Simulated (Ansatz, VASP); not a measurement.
# H46C21 (amorphous polyethylene with methane at 500 K) in two plane-wave programs, part 2 of 2

Aim: how closely do two programs agree when they are given the same cell, functional and k mesh? Of the first pair: The structure shown is the start of the Ansatz relaxation below; VASP solves that cell, so the two are compared at the walk's first step.

VASP 6.6.1 and Ansatz 0.2.0.

So far. Step 3 (VASP: single point, PBEsol, start cell, pair 1): The run ends at a pressure of 4.26 GPa, with forces up to 6.5 eV/Å.

## Step 5: Ansatz: relaxation, PBEsol

Level of this step: Ansatz beside VASP: Kohn-Sham DFT, plane waves, PBEsol (Ansatz).

This run makes the geometry at which the two programs are then compared. The cell compared in this pair holds 1487.18 Å³, against 1360.32 Å³ for the pair before.

The structure compared here is the end of the Ansatz relaxation.

input.yaml

```yaml
crystal:
  lattice:
    - [11.08018, 0.0, 0.0]
    - [0.0, 11.08018, 0.0]
    - [0.0, 0.0, 11.08018]
  atoms:
    - { symbol: C, position: [0.26483, 0.32045, 0.54824] }
    - { symbol: C, position: [0.212, 0.41114, 0.62794] }
    - { symbol: C, position: [0.31646, 0.4459, 0.71336] }
    - { symbol: C, position: [0.305, 0.57969, 0.74618] }
    - { symbol: C, position: [0.35908, 0.60229, 0.8735] }
    - { symbol: C, position: [0.33652, 0.73061, 0.91105] }
    - { symbol: C, position: [0.41978, 0.77403, 0.00871] }
    - { symbol: C, position: [0.36397, 0.86484, 0.09343] }
    - { symbol: C, position: [0.44059, 0.86775, 0.20531] }
    - { symbol: C, position: [0.38278, 0.94297, 0.30487] }
    - { symbol: C, position: [0.47004, 0.94116, 0.41552] }
    - { symbol: C, position: [0.47032, 0.05523, 0.49092] }
    - { symbol: C, position: [0.55106, 0.06913, 0.60003] }
    - { symbol: C, position: [0.54602, 0.97143, 0.69052] }
    - { symbol: C, position: [0.58043, 0.02007, 0.81184] }
    - { symbol: C, position: [0.48482, 0.09931, 0.8803] }
    - { symbol: C, position: [0.53755, 0.14539, 0.99485] }
    - { symbol: C, position: [0.46257, 0.24532, 0.06081] }
    - { symbol: C, position: [0.52078, 0.26105, 0.18509] }
    - { symbol: C, position: [0.44336, 0.33828, 0.26028] }
    - { symbol: H, position: [0.30074, 0.24473, 0.59472] }
    - { symbol: H, position: [0.3386, 0.36877, 0.49131] }
    - { symbol: H, position: [0.19254, 0.29011, 0.48532] }
    - { symbol: H, position: [0.13797, 0.36886, 0.68059] }
    - { symbol: H, position: [0.18632, 0.48187, 0.57197] }
    - { symbol: H, position: [0.31787, 0.39968, 0.79912] }
    - { symbol: H, position: [0.40509, 0.43632, 0.6808] }
    - { symbol: H, position: [0.21262, 0.61445, 0.74473] }
    - { symbol: H, position: [0.35303, 0.63077, 0.67085] }
    - { symbol: H, position: [0.44919, 0.59187, 0.87921] }
[... 98 atom lines left out ...]
    - { symbol: H, position: [0.57359, 0.70035, 0.42408] }
    - { symbol: C, position: [0.68912, 0.53838, 0.15179] }
    - { symbol: H, position: [0.74451, 0.57408, 0.08036] }
    - { symbol: H, position: [0.59414, 0.53836, 0.12659] }
    - { symbol: H, position: [0.72479, 0.44686, 0.13954] }
    - { symbol: H, position: [0.70547, 0.57121, 0.23965] }
kpoints:
  mp_grid: { grid: [1, 1, 1] }
hamiltonian:
  xc: pbesol
scf:
  occupations: { method: fermi_dirac, width: 0.025 }
output:
  forces: true
relax:
  f_tol: 0.03
  max_steps: 200
  cell: {}
```

On the command line:

```sh
> ansatz run input.yaml --threads 4 --pin off --max-ram 8192MiB --backend cpu --events-out ev --progress --plain --runs-dir out
```

Numbers of over 12 decimals in the logs are rounded to 6 here.

Log:

```text
[...]
Crystal: 134 atoms, lattice volume = 1360.318 Å³
Basis set: ecut = 420 eV, 26745 PW (Γ), exchange–correlation on 150×150×150 points (8 copies of the dense FFT grid, shifted against one another)
Bands: 264, of which v1, the nominal top of the filled ones, is band 130 counted from 1 (129 counted from 0)
Symmetry: 1 space group operations
[...]
k-points: 1
[...]
- { symbol: C, position: [0.00573029, 0.903328, 0.761931] }
    - { symbol: C, position: [1.033057, 0.028051, 0.789057] }
[...]
- { symbol: C, position: [0.842171, 0.477536, 0.789573] }
    - { symbol: C, position: [0.742730, 0.421278, 0.855129] }
[...]
- { symbol: C, position: [0.563710, 0.613517, 0.524788] }
[...]
- { symbol: C, position: [0.702876, 0.564121, 0.196962] }
    - { symbol: H, position: [0.744015, 0.611117, 0.124289] }
    - { symbol: H, position: [0.611248, 0.547636, 0.173223] }
    - { symbol: H, position: [0.751607, 0.481454, 0.213435] }
    - { symbol: H, position: [0.704787, 0.616576, 0.277056] }
```

## Step 6: VASP: single point, PBEsol, relaxed cell, pair 2

The same cell, functional, mesh and smearing now go to VASP, with its own data sets.

INCAR

```
SYSTEM = H46C21
PREC = Accurate
ENCUT = 600
EDIFF = 1E-06
NELM = 120
ISMEAR = -1
SIGMA = 0.025
LREAL = Auto
ALGO = Normal
GGA = PS
NBANDS = 223
LORBIT = 11
LWAVE = .FALSE.
LCHARG = .FALSE.
ISIF = 2
LASPH = .TRUE.
GGA_COMPAT = .FALSE.
EFERMI = MIDGAP
```

POSCAR

```
H46C21
1.0
   11.3754990000      0.2237210000     -0.0653820000
    0.2237210000     11.5599330000      0.0826270000
   -0.0653820000      0.0826270000     11.3146200000
C H
42 92
Direct
    0.2481200000      0.3282500000      0.5200300000
    0.2325900000      0.4476100000      0.5733000000
    0.3047600000      0.4607200000      0.6859000000
    0.2911000000      0.5798300000      0.7403200000
    0.3636500000      0.5923600000      0.8527100000
    0.3478300000      0.7101200000      0.9096500000
    0.4170600000      0.7201300000      0.0245000000
    0.3967000000      0.8354000000      0.0852900000
    0.4599800000      0.8424700000      0.2039200000
    0.4292300000      0.9529700000      0.2697800000
    0.4909600000      0.9614100000      0.3890400000
    0.4538100000      0.0704400000      0.4548100000
    0.5164900000      0.0861800000      0.5727600000
    0.4955500000      0.9920500000      0.6649900000
    0.5406800000      0.0219900000      0.7879200000
    0.4631100000      0.1119500000      0.8500300000
    0.5163500000      0.1554700000      0.9640800000
    0.4351400000      0.2396400000      0.0292200000
    0.4910100000      0.2905100000      0.1385200000
    0.4078000000      0.3723800000      0.2040100000
    0.0791400000      0.7510500000      0.1701700000
    0.9845600000      0.7279800000      0.2602300000
    0.0195500000      0.7591200000      0.3856100000
    0.9229900000      0.7388500000      0.4746500000
    0.9578200000      0.7586500000      0.6029800000
    0.9876400000      0.8826700000      0.6305900000
    0.0057300000      0.9033300000      0.7619300000
    0.0330600000      0.0280500000      0.7890600000
    0.0459500000      0.0546600000      0.9200600000
    0.9345200000      0.0389000000      0.9908900000
[... 98 atom lines left out ...]
    0.5394800000      0.6136200000      0.6185600000
    0.6445100000      0.6612200000      0.5129100000
    0.7440200000      0.6111200000      0.1242900000
    0.6112500000      0.5476400000      0.1732200000
    0.7516100000      0.4814500000      0.2134400000
    0.7047900000      0.6165800000      0.2770600000
```

KPOINTS

```
Automatic mesh
0
Gamma
1 1 1
0 0 0
```

Potentials, in the order of the species: C and H (PBE family, release 64).

On the command line:

```sh
> export OMP_NUM_THREADS=3
> mpirun -np 1 vasp_gam
```

Log:

```text
[banner, memory and clock lines left out]
running    1 mpi-ranks, on    1 nodes
[...]
Offloading initialized ...    1 GPUs detected
[...]
[... a notice as in an earlier step ...]

 LDA part: xc-table for (Slater+PW92), standard interpolation
 POSCAR, INCAR and KPOINTS ok, starting setup
[...]
entering main loop
       N       E                     dE             d eps       ncg     rms          rms(c)
DAV:   1     0.172185533689E+04    0.17219E+04   -0.13002E+05   446   0.115E+03
DAV:   2    -0.543916383775E+03   -0.22658E+04   -0.21362E+04   581   0.243E+02
DAV:   3    -0.800921179025E+03   -0.25700E+03   -0.25505E+03   580   0.831E+01
DAV:   4    -0.808624324056E+03   -0.77031E+01   -0.76822E+01   580   0.166E+01
[...]
DAV:  18    -0.731826501347E+03   -0.12005E-07   -0.27340E-05   540   0.114E-02    0.648E-03
DAV:  19    -0.731826500267E+03    0.10794E-05   -0.35175E-06   532   0.399E-03    0.282E-03
DAV:  20    -0.731826499894E+03    0.37357E-06   -0.21765E-06   460   0.434E-03
   1 F= -.73182650E+03 E0= -.73182650E+03  d E =0.000000E+00
```

Parts of OUTCAR (step 6):

```text
  FREE ENERGIE OF THE ION-ELECTRON SYSTEM (eV)
  ---------------------------------------------------
  free  energy   TOTEN  =      -731.8264998937 eV

  energy  without entropy=     -731.8264998937  energy(sigma->0) =     -731.82649989
```

The run ends at a pressure of 0.04 GPa, with forces up to 0.039 eV/Å.

## Step 7: Differences

What differs besides the data sets and the points named for the pairs above, as far as they apply: the cutoff is 420 eV in Ansatz and 600 eV in VASP (PREC = Accurate, projectors in real space). Total energies have different zeros and are not compared.

Both answers:

```
              quantity  Ansatz   VASP  difference
        pressure (GPa)    0.00   0.04       -0.04
gap on the k mesh (eV)   5.937  5.935      +0.001
```

At this near-relaxed geometry the largest component of a force difference is 35 meV/Å. A gap on the mesh is an upper bound, since the band edges may lie between its points.

## Step 8: Outcome

```json
{"r.m.s. force difference (single point, PBEsol, start cell, pair 1)": "1.4 % of the r.m.s. force", "r.m.s. force difference (single point, PBEsol, relaxed cell, pair 2)": "15 meV/Å"}
```

**Reading.** The r.m.s. force difference is 15 meV/Å (single point, PBEsol, relaxed cell, pair 2), beyond the 12 meV/Å picked in this series as the mark of a large difference. What causes the difference of the single point, PBEsol, relaxed cell, pair 2 pair stays open here. How closely two codes agree says nothing of how well the functional describes the real material.

[Lines on the potential files, build, host, timing and source positions are cut from VASP's logs without a mark.]

[Logs are printed without paths, hosts, clocks, repeated set-up lines and the standing remarks that a program may print on its own settings, such as how far it seeks lower states.]

[Hosts, paths, dates, database ids (printed as entryN), source tags and the programs' standing remarks are cut or masked in the printed files.]
